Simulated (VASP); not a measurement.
# Band edges against the vacuum: InP(110), part 3 of 3

Where do the bulk band edges lie against the vacuum outside InP(110)?

VASP 6.6.1; PBE; plane waves and PAW (In, P).

So far, gap on the k-mesh (eV): step 4 (band edges of the bulk) 0.382.

### Step 6. Vacuum level and density of states

A static run writes the electrostatic potential without exchange and correlation (LVHAR), which is flat in the vacuum and gives the level to count from. The dipole correction cancels the field that unlike faces would set up across the vacuum.

Contents of INCAR:

```
SYSTEM = InP
PREC = Normal
ENCUT = 320
EDIFF = 1E-06
NELM = 120
ISMEAR = 0
SIGMA = 0.03
LREAL = Auto
ALGO = Fast
GGA = PE
NBANDS = 54
LORBIT = 11
LWAVE = .FALSE.
LCHARG = .TRUE.
KPAR = 2
IDIPOL = 3
LDIPOL = .TRUE.
DIPOL = 0.5 0.5 0.5
LVHAR = .TRUE.
LVACPOTAV = .TRUE.
NEDOS = 1500
```

Contents of POSCAR:

```
InP
1.0
    4.2417834439      0.0000000000      0.0000000000
    0.0000000000      5.9987876750      0.0000000000
    0.0000000000      0.0000000000     32.9671337756
In P
9 9
Direct
    0.0000000000      0.0581952317      0.2559675902
    0.5000000000      0.4871026643      0.3036543447
    0.0000000000      0.9903240628      0.3721208259
    0.5000000000      0.4878438298      0.4350903789
    0.0000000000      0.9906566124      0.5000000000
    0.5000000000      0.4878438298      0.5649096211
    0.0000000000      0.9903240628      0.6278791741
    0.5000000000      0.4871026643      0.6963456553
    0.0000000000      0.0581952317      0.7440324098
    0.0000000000      0.7375367198      0.3074148473
    0.5000000000      0.2675581080      0.2353548805
    0.0000000000      0.7385592013      0.4359240415
    0.5000000000      0.2424136875      0.3700365093
    0.0000000000      0.7385592013      0.5640759585
    0.5000000000      0.2402763771      0.5000000000
    0.0000000000      0.7375367198      0.6925851527
    0.5000000000      0.2424136875      0.6299634907
    0.5000000000      0.2675581080      0.7646451195
```

Contents of KPOINTS:

```
Automatic mesh
0
Gamma
6 4 1
0 0 0
```

Contents of KPOINTS_OPT:

```
Line mode
14
Line-mode
Reciprocal
  0.00000000   0.00000000   0.00000000 GAMMA
  0.50000000   0.00000000   0.00000000 X

  0.50000000   0.00000000   0.00000000 X
  0.50000000   0.50000000   0.00000000 S

  0.50000000   0.50000000   0.00000000 S
  0.00000000   0.50000000   0.00000000 Y

  0.00000000   0.50000000   0.00000000 Y
  0.00000000   0.00000000   0.00000000 GAMMA

  0.00000000   0.00000000   0.00000000 GAMMA
  0.50000000   0.50000000   0.00000000 S
```

The projector-augmented-wave data sets are In and P (PBE family, release 64).

Launch:

```bash
mpirun -np 4 vasp_std
```

Output:

```text
[banner, memory and clock lines left out]
running    4 mpi-ranks, on    1 nodes
 distrk:  each k-point on    2 cores,    2 groups
 distr:  one band on    1 cores,    2 groups

 POSCAR found type information on POSCAR InP
 POSCAR found :  2 types and      18 ions
 LDA part: xc-table for (Slater+PW92), standard interpolation
 POSCAR, INCAR and KPOINTS ok, starting setup
 FFT: planning ... GRIDC
 FFT: planning ... GRID_SOFT
 FFT: planning ... GRID
 WAVECAR not read
 entering main loop
       N       E                     dE             d eps       ncg     rms          rms(c)
DAV:   1     0.305112053078E+03    0.30511E+03   -0.17830E+04  1296   0.673E+02
DAV:   2    -0.368795518619E+02   -0.34199E+03   -0.33064E+03  1728   0.147E+02
DAV:   3    -0.755876249538E+02   -0.38708E+02   -0.38258E+02  1578   0.511E+01
DAV:   4    -0.773013719338E+02   -0.17137E+01   -0.17068E+01  1768   0.125E+01
DAV:   5    -0.773628991521E+02   -0.61527E-01   -0.61488E-01  1694   0.223E+00    0.160E+01
RMM:   6    -0.737136233228E+02    0.36493E+01   -0.56192E+00  1324   0.497E+00    0.910E+00
RMM:   7    -0.734038746036E+02    0.30975E+00   -0.58154E+00  1409   0.491E+00    0.284E+00
RMM:   8    -0.732656263098E+02    0.13825E+00   -0.81498E-01  1387   0.246E+00    0.775E-01
RMM:   9    -0.732685967205E+02   -0.29704E-02   -0.71012E-02  1693   0.926E-01    0.461E-01
RMM:  10    -0.732707012350E+02   -0.21045E-02   -0.21465E-02  1793   0.413E-01    0.290E-01
RMM:  11    -0.732716982471E+02   -0.99701E-03   -0.90213E-03  1523   0.263E-01    0.186E-01
RMM:  12    -0.732715254831E+02    0.17276E-03   -0.11558E-03  1731   0.117E-01    0.112E-01
RMM:  13    -0.732715637450E+02   -0.38262E-04   -0.33413E-04  2007   0.520E-02    0.109E-01
RMM:  14    -0.732716137690E+02   -0.50024E-04   -0.18329E-05  1736   0.135E-02    0.858E-02
RMM:  15    -0.732719628039E+02   -0.34903E-03   -0.16998E-03  2244   0.820E-02    0.114E-01
RMM:  16    -0.732719385676E+02    0.24236E-04   -0.23391E-05  1640   0.160E-02    0.992E-02
RMM:  17    -0.732719477648E+02   -0.91972E-05   -0.76676E-05  1655   0.174E-02    0.523E-02
RMM:  18    -0.732719527219E+02   -0.49571E-05   -0.37141E-05  1596   0.135E-02    0.240E-02
RMM:  19    -0.732720356066E+02   -0.82885E-04   -0.14572E-04  2092   0.235E-02    0.467E-02
RMM:  20    -0.732720413563E+02   -0.57497E-05   -0.43235E-06  1364   0.613E-03    0.377E-02
RMM:  21    -0.732720418470E+02   -0.49068E-06   -0.22707E-05  1718   0.923E-03    0.510E-03
RMM:  22    -0.732720514645E+02   -0.96176E-05   -0.15703E-05  1585   0.846E-03    0.116E-02
RMM:  23    -0.732720557820E+02   -0.43175E-05   -0.17443E-06  1088   0.387E-03    0.351E-03
RMM:  24    -0.732720616597E+02   -0.58777E-05   -0.45527E-06  1404   0.431E-03    0.755E-03
RMM:  25    -0.732720675797E+02   -0.59200E-05   -0.52872E-07   997   0.193E-03    0.259E-03
RMM:  26    -0.732720722678E+02   -0.46881E-05   -0.45393E-07   983   0.141E-03    0.471E-04
RMM:  27    -0.732720751868E+02   -0.29190E-05   -0.58280E-08   568   0.686E-04    0.812E-04
RMM:  28    -0.732720761314E+02   -0.94466E-06   -0.47314E-08   516   0.709E-04
|                                                                             |
|           W    W    AA    RRRRR   N    N  II  N    N   GGGG   !!!           |
|           W    W   A  A   R    R  NN   N  II  NN   N  G    G  !!!           |
|           W    W  A    A  R    R  N N  N  II  N N  N  G       !!!           |
|           W WW W  AAAAAA  RRRRR   N  N N  II  N  N N  G  GGG   !            |
|           WW  WW  A    A  R   R   N   NN  II  N   NN  G    G                |
|           W    W  A    A  R    R  N    N  II  N    N   GGGG   !!!           |
|                                                                             |
|     Did not find any points to average over, which means that no vacuum     |
|     field-free region was found. Please increase the size of  your cell     |
|     in the dimension of the dipole correction to obtain accurate            |
|     workfunction values.                                                    |
|                                                                             |

   1 F= -.73272076E+02 E0= -.73272076E+02  d E =-.811957E-12
 Start KPOINTS_OPT (optional k-point list driver)
k-point batch [1-12\70]
       N       E                     dE             ncg
DAV:   1     0.450682421782E+03   -0.60810E+04     1296
DAV:   2    -0.348975957308E+04   -0.39404E+04     1728
DAV:   3    -0.393969061909E+04   -0.44993E+03     1554
DAV:   4    -0.395939487950E+04   -0.19704E+02     1816
DAV:   5    -0.396000379705E+04   -0.60892E+00     1672
DAV:   6    -0.396002894250E+04   -0.25145E-01     1840
DAV:   7    -0.396003010270E+04   -0.11602E-02     1664
DAV:   8    -0.396003017929E+04   -0.76586E-04     1808
DAV:   9    -0.396003018202E+04   -0.27322E-05     1312
DAV:  10    -0.396003018220E+04   -0.17945E-06     1064
[...]
k-point batch [61-70\70]
       N       E                     dE             ncg
DAV:   1     0.464732897542E+03   -0.11192E+05     1080
DAV:   2    -0.273952683104E+04   -0.32043E+04     1450
DAV:   3    -0.308555603098E+04   -0.34603E+03     1312
DAV:   4    -0.310009886472E+04   -0.14543E+02     1512
DAV:   5    -0.310057596161E+04   -0.47710E+00     1376
DAV:   6    -0.310060321431E+04   -0.27253E-01     1592
DAV:   7    -0.310060419952E+04   -0.98522E-03     1400
DAV:   8    -0.310060426040E+04   -0.60879E-04     1512
DAV:   9    -0.310060426264E+04   -0.22334E-05     1144
DAV:  10    -0.310060426277E+04   -0.13398E-06     1024
```

The job ended after 99 s (4 MPI ranks of Intel Xeon 6975P-C (Granite Rapids), shared host; peak memory 1.4 GiB).

From OUTCAR (step 6):

```text
   NELECT =      72.0000    total number of electrons

 E-fermi :  -0.1803

 k-point     1 :       0.0000    0.0000    0.0000
  band No.  band energies     occupation
    ...
     32      -0.5629      2.00000
     33      -0.4887      2.00000
     34      -0.4643      2.00000
     35      -0.3937      2.00000
     36      -0.3164      2.00000
     37       0.4827      0.00000
     38       1.1053      0.00000
     39       1.5705      0.00000
     40       1.6485      0.00000
     41       1.7874      0.00000
    ...

  Total       -1.7833668     -0.8468064     -0.3895304      0.0000000      0.0000000      0.0000000
  in kB       -3.4061054     -1.6173409     -0.7439756      0.0000000      0.0000000      0.0000000
  external PRESSURE =      -1.9224740 kB  Pullay stress =       0.0000000 kB

 POSITION                                       TOTAL-FORCE (eV/Angst)
 -----------------------------------------------------------------------------------
      0.00000      0.34910      8.43852        -0.000000      0.007814      0.007356
      2.12089      2.92203     10.01061        -0.000000     -0.010358      0.006732
      0.00000      5.94074     12.26776        -0.000000     -0.006541      0.000282
      2.12089      2.92647     14.34368        -0.000000      0.013362     -0.015092
      0.00000      5.94274     16.48357        -0.000000     -0.019558      0.000000
      2.12089      2.92647     18.62345        -0.000000      0.013362      0.015092
      0.00000      5.94074     20.69938        -0.000000     -0.006541     -0.000282
      2.12089      2.92203     22.95652        -0.000000     -0.010358     -0.006732
      0.00000      0.34910     24.52862        -0.000000      0.007814     -0.007356
      0.00000      4.42433     10.13459        -0.000000     -0.008844      0.007140
      2.12089      1.60502      7.75898        -0.000000      0.013322     -0.023020
      0.00000      4.43046     14.37117        -0.000000      0.002555     -0.000844
      2.12089      1.45419     12.19904         0.000000     -0.006949      0.000722
      0.00000      4.43046     18.59597        -0.000000      0.002555      0.000844
      2.12089      1.44137     16.48357        -0.000000      0.010836      0.000000
      0.00000      4.42433     22.83255        -0.000000     -0.008844     -0.007140
      2.12089      1.45419     20.76809         0.000000     -0.006949     -0.000722
      2.12089      1.60502     25.20816        -0.000000      0.013322      0.023020
 -----------------------------------------------------------------------------------
    total drift:                                0.000000      0.004786     -0.000002

  FREE ENERGIE OF THE ION-ELECTRON SYSTEM (eV)
  ---------------------------------------------------
  free  energy   TOTEN  =       -73.2720761314 eV

  energy  without entropy=      -73.2720761314  energy(sigma->0) =      -73.27207613

 vacuum level on the upper side and lower side of the slab         4.879         4.879

[... 9 parts as in an earlier step ...]

[... 9 further parts left out ...]
```

This step gave:

```
electronic cycles                                 : 28
Fermi energy                                      : -0.1803 eV
least gap on mesh and path                        : 0.799 eV
least direct gap on mesh and path                 : 0.799 eV
vacuum levels                                     : 4.879, 4.879 eV
ionisation potentials of the upper and lower face : 5.195, 5.195 eV
electron affinities of the upper and lower face   : 4.396, 4.396 eV
```

Electronic bands along the path, in eV, zero at the valence-band top; v1 is the highest filled band, c1 the lowest empty one:

```
          point     v4     v3     v2     v1    c1    c2    c3    c4
              Γ  -0.17  -0.15  -0.08   0.00  0.80  1.42  1.89  1.96
0.46 of the way  -0.88  -0.78  -0.57  -0.32  2.00  2.19  2.19  2.45
              X  -1.29  -1.10  -0.79  -0.67  1.35  1.41  2.21  2.23
0.46 of the way  -1.11  -1.10  -0.73  -0.63  1.62  1.69  2.36  2.44
              S  -1.01  -0.91  -0.65  -0.57  1.32  1.72  1.78  2.59
0.46 of the way  -0.85  -0.83  -0.56  -0.55  2.11  2.24  2.34  2.63
              Y  -0.82  -0.79  -0.63  -0.62  1.44  1.52  1.71  1.81
0.54 of the way  -0.38  -0.37  -0.32  -0.29  1.63  1.65  1.75  1.85
              Γ  -0.17  -0.15  -0.08   0.00  0.80  1.42  1.89  1.96
0.54 of the way  -0.85  -0.73  -0.52  -0.44  1.76  2.07  2.27  2.46
              S  -1.01  -0.91  -0.65  -0.57  1.32  1.72  1.78  2.59
```

Of the projections kept (In, P), the largest for each band there; the rest of the weight can lie on other orbitals:

```
point      v4      v3      v2      v1       c1       c2       c3       c4
    Γ  P 0.66  P 0.61  P 0.62  P 0.64  In 0.51   P 0.52  In 0.59  In 0.73
    X  P 0.51  P 0.52  P 0.61  P 0.62  In 0.89  In 0.90  In 0.73  In 0.83
    S  P 0.55  P 0.54  P 0.60  P 0.64  In 0.77  In 0.75  In 0.64  In 0.58
    Y  P 0.51  P 0.52  P 0.58  P 0.59  In 0.74  In 0.68  In 0.76  In 0.60
    Γ  P 0.66  P 0.61  P 0.62  P 0.64  In 0.51   P 0.52  In 0.59  In 0.73
    S  P 0.55  P 0.54  P 0.60  P 0.64  In 0.77  In 0.75  In 0.64  In 0.58
```

The planar average of the electrostatic potential oscillates, so the rows of the table below give means over windows of 2.17 Å about each position, cut where the curve ends. Its maxima inside the range that stand out by 2 % of the span (Å: eV): 8.9: -1.84, 11.1: 0.914, 13.3: 0.400, 15.5: 0.558, 17.5: 0.558, 19.7: 0.400, 21.9: 0.914, 24.0: -1.84. Its minima: 7.9: -5.59, 10.1: -7.64, 12.2: -7.33, 14.3: -7.36, 16.5: -7.39, 18.7: -7.36, 20.7: -7.33, 22.9: -7.64, 25.1: -5.59.

Zero at the Fermi level. The planar average of the electrostatic potential by height; means over each step:

```
height (Å)  planar average of the electrostatic potential (eV)
      1.08                                                5.06
      3.25                                                5.06
      5.42                                                4.95
      7.59                                               -1.45
      9.77                                               -4.21
     11.93                                               -3.14
     14.11                                               -3.31
     16.27                                               -3.25
     18.45                                               -3.28
     20.62                                               -3.22
     22.79                                               -3.73
     24.95                                               -2.57
     27.12                                                4.73
     29.30                                                5.06
     31.46                                                5.06
```

Density of states in the PAW spheres, an atom over height of the layer and energy from the Fermi level.

Values in states/eV, 22 rows by 16 columns, each cell a mean:
```
0.00 0.00 0.00 0.00 0.00 0.00 0.00 0.00 0.00 0.00 0.00 0.00 0.00 0.00 0.00 0.00
0.00 0.00 0.01 0.01 0.01 0.01 0.01 0.01 0.01 0.01 0.01 0.01 0.01 0.01 0.00 0.00
0.20 0.17 0.12 0.21 0.20 0.11 0.11 0.19 0.15 0.15 0.11 0.20 0.21 0.12 0.17 0.20
0.91 0.55 0.28 0.39 0.42 0.28 0.28 0.28 0.26 0.28 0.28 0.42 0.39 0.28 0.55 0.91
0.70 0.46 0.57 0.49 0.50 0.54 0.54 0.58 0.56 0.56 0.54 0.50 0.49 0.57 0.46 0.70
0.57 0.49 0.68 0.50 0.52 0.55 0.55 0.54 0.60 0.55 0.55 0.52 0.50 0.68 0.49 0.57
0.32 0.45 0.59 0.48 0.57 0.59 0.63 0.55 0.54 0.59 0.59 0.57 0.48 0.59 0.45 0.32
0.24 0.36 0.49 0.43 0.43 0.60 0.52 0.43 0.49 0.47 0.60 0.43 0.43 0.49 0.36 0.24
0.18 0.35 0.41 0.39 0.35 0.52 0.56 0.42 0.48 0.49 0.52 0.35 0.39 0.41 0.35 0.18
0.09 0.17 0.20 0.15 0.14 0.19 0.22 0.15 0.19 0.18 0.19 0.14 0.15 0.20 0.17 0.09
0.10 0.22 0.17 0.10 0.08 0.10 0.11 0.06 0.09 0.09 0.10 0.08 0.10 0.17 0.22 0.10
0.10 0.29 0.14 0.10 0.07 0.14 0.16 0.08 0.12 0.12 0.14 0.07 0.10 0.14 0.29 0.10
0.09 0.29 0.22 0.12 0.10 0.20 0.19 0.10 0.15 0.14 0.20 0.10 0.12 0.22 0.29 0.09
0.16 0.67 0.44 0.19 0.14 0.42 0.28 0.13 0.20 0.21 0.42 0.14 0.19 0.44 0.67 0.16
0.19 0.73 1.00 0.30 0.31 1.01 1.00 0.30 0.59 0.65 1.01 0.31 0.30 1.00 0.73 0.19
0.09 0.34 0.55 0.16 0.17 0.66 0.76 0.19 0.53 0.48 0.66 0.17 0.16 0.55 0.34 0.09
0.00 0.00 0.00 0.00 0.00 0.00 0.00 0.00 0.00 0.00 0.00 0.00 0.00 0.00 0.00 0.00
0.00 0.00 0.00 0.00 0.00 0.00 0.00 0.00 0.00 0.00 0.00 0.00 0.00 0.00 0.00 0.00
0.00 0.00 0.00 0.00 0.00 0.00 0.00 0.00 0.00 0.00 0.00 0.00 0.00 0.00 0.00 0.00
0.00 0.00 0.00 0.00 0.00 0.00 0.00 0.00 0.00 0.00 0.00 0.00 0.00 0.00 0.00 0.00
0.00 0.00 0.00 0.00 0.00 0.00 0.00 0.00 0.00 0.00 0.00 0.00 0.00 0.00 0.00 0.00
0.00 0.00 0.00 0.00 0.00 0.00 0.00 0.00 0.00 0.00 0.00 0.00 0.00 0.00 0.00 0.00
```
Columns: height of the layer (Å) from 7.8 to 25.2 (not evenly spaced); rows upwards: energy from the Fermi level (eV) from -7.9 to 0.5.

Valence density in the cb plane at fractional x = 0.000, with atoms of In and P within 0.2 Å of it. It is the smooth field of the valence electrons, not physical close to the nuclei.

Ten even steps from '0' (-0.04 e/Å³) to '9' (0.72 e/Å³), each cell a mean:
```
00000000000000000000122123443332100123333332
00000000000000000000112235677654211245677653
00000000000000000000011236998974322347989964
00000000000000000000001136930884212248803973
00000000000000000000000125831773111137713862
00000000000000000000000114788752100125888742
00000000000000000000000012466421100112566421
00000000000000000000000011222211000011222210
00000000000000000000000001111110000001111100
00000000000000000000000000010000000000000000
00000000000000000000011111000000000000000000
00000000000000000000112111100001111110000001
00000000000000000001122221110011111110000011
00000000000000000001221112110111222211000112
00000000000000000001220002211112211221111112
00000000000000000001121002221122100122111122
```
Columns run along c (16.0 Å, from fractional 0.00 to 0.49 of the cell), rows up along b (6.0 Å). Atoms in or near the plane, at fractional coordinates: In at (0.26, 0.06), In at (0.37, 0.99), P at (0.31, 0.74), P at (0.44, 0.74).

Electrostatic potential energy in the cb plane at fractional x = 0.000, with atoms of In and P within 0.2 Å of it. With pseudopotentials it is smooth inside the atoms' cores, unlike the true potential.

Values in eV, 9 rows by 16 columns, each cell a mean:
```
  5   5   5   5   5   4   3  -6 -22  -9  -3 -16 -31  -9  -3 -10
  5   5   5   5   5   5   4   2  -1 -16 -32  -6 -12 -10 -36  -9
  5   5   5   5   5   5   4   4   3 -22 -39  -2   2 -11 -41 -10
  5   5   5   5   5   5   5   5   4  -4 -13   2   4   0 -15   0
  5   5   5   5   5   5   5   5   4   3   2   4   4   4   2   4
  5   5   5   5   5   5   5   4   3   3   3   4   4   4   3   4
  5   5   5   5   5   5   4   1  -6  -1   3   3   2   3   3   3
  5   5   5   5   5   5   4  -8 -28 -12   2  -5 -15  -1   3  -1
  5   5   5   5   5   5   3 -13 -35 -16   2 -17 -33  -9   3 -10
```
Columns run along c (16.0 Å, from fractional 0.00 to 0.49 of the cell; values clipped at the 3rd and 97th percentile), rows up along b (6.0 Å). Atoms in or near the plane, at fractional coordinates: In at (0.26, 0.06), In at (0.37, 0.99), P at (0.31, 0.74), P at (0.44, 0.74).

The map of layer states is cut here 0.5 eV above the Fermi level, so it leaves out the states above that.

The vacuum level lies 5.20 eV above the highest filled level at the upper face; both faces agree, as the slab has next to no dipole.

The program found no field-free point at its default tolerance, but its printed level agrees with the flat part of the planar average.

### Step 7. Lining up bulk and slab

This step: band edges against the vacuum, PBE; plane waves and PAW (VASP 6.6.1).

This step runs nothing: it gathers the runs above.

This step gave:

```
ionisation energy       : 5.186 eV
offset spread           : 0.007600 eV
bulk gap                : 0.3825 eV
slab gap                : 0.799 eV
electron affinity       : 4.803 eV
buckling                : 0.6795 Å
tilt                    : 28.42 degree
surface energy, relaxed : 0.5788 J/m²
```

The averaged core potentials of the four middle atoms lie -3.537 eV from those of the bulk run. The bulk valence top (3.230 eV), moved by that offset, is taken from the upper vacuum level (4.879 eV).

### Step 8. What came out

```
ionisation energy       : 5.19 eV
electron affinity       : 4.80 eV
buckling                : 0.680 Å
surface energy, relaxed : 0.579 J/m²
```

In words: The bulk valence-band top lies 5.19 eV below the vacuum of InP(110), and the conduction-band bottom 4.80 eV. The top layer buckles by 0.68 Å, a tilt of 28°, with P outermost, as the anion takes the dangling-bond electrons and the cation flattens towards sp². The surface costs 0.58 J/m². The slab's least gap is 0.80 eV, against 0.38 eV in the bulk. Confinement widens it, surface states can narrow it, and the two gaps need not lie at the same wave vector; the faces' own affinities count to the slab's lowest empty state. The offsets of the four middle atoms spread by 0.01 eV; a shift common to all four would not show in it. One thickness was run. Semilocal band edges put the valence top too high and the gap too small. Spin-orbit coupling, left out here, would raise the valence top further.

[Lines on the potential files, build, host, timing and source positions are cut from VASP's logs without a mark.]

[Logs are printed without paths, hosts, clocks, repeated set-up lines and the standing remarks that a program may print on its own settings, such as how far it seeks lower states.]

[Hosts, paths, dates, database ids (printed as entryN), source tags and the programs' standing remarks are cut or masked in the printed files.]

[Runs that stopped without an error message from VASP are left out.]
